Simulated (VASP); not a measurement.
Consider the following.

```
MnF2
1.0
    4.88490     0.00000     0.00000
    0.00000     4.88490     0.00000
    0.00000     0.00000     3.31971
Mn F
2 4
Cartesian
  0.00000   4.88490   0.00000
  2.44245   2.44245   1.65985
  1.48191   1.48191   3.31971
  3.92436   0.96054   1.65985
  0.96054   3.92436   1.65985
  3.40299   3.40299   0.00000
```
Starting moments (μB, in the order of the record's atoms Mn Mn F F F F): 4.5 -4.5 0.0 0.0 0.0 0.0.

These are PBE GGA with D4 dispersion, VASP's PBE PAW potentials (set 64) (plane waves; VASP) values and carry that method's errors. Settings: 520 eV cut-off, 5×5×8 Γ-centred mesh, tetrahedra with Blöchl corrections, potentials Mn_pv F.

The cores are frozen, which limits the accuracy of field gradients.

### Question
Give the principal components of the electric field gradient (V/Å²) and the asymmetry η at each nucleus.

### Answer

| atom | Vxx | Vyy | Vzz | η |
|---|---|---|---|---|
| Mn1 | -14.6 | -11.0 | 25.6 | 0.14 |
| Mn2 | -14.6 | -11.0 | 25.6 | 0.14 |
| F3 | 46.5 | 18.0 | -64.5 | 0.44 |
| F4 | 46.5 | 18.0 | -64.5 | 0.44 |
| F5 | 46.5 | 18.0 | -64.5 | 0.44 |
| F6 | 46.5 | 18.0 | -64.5 | 0.44 |

The compound is MnF2 in the rutile structure. It was relaxed first.
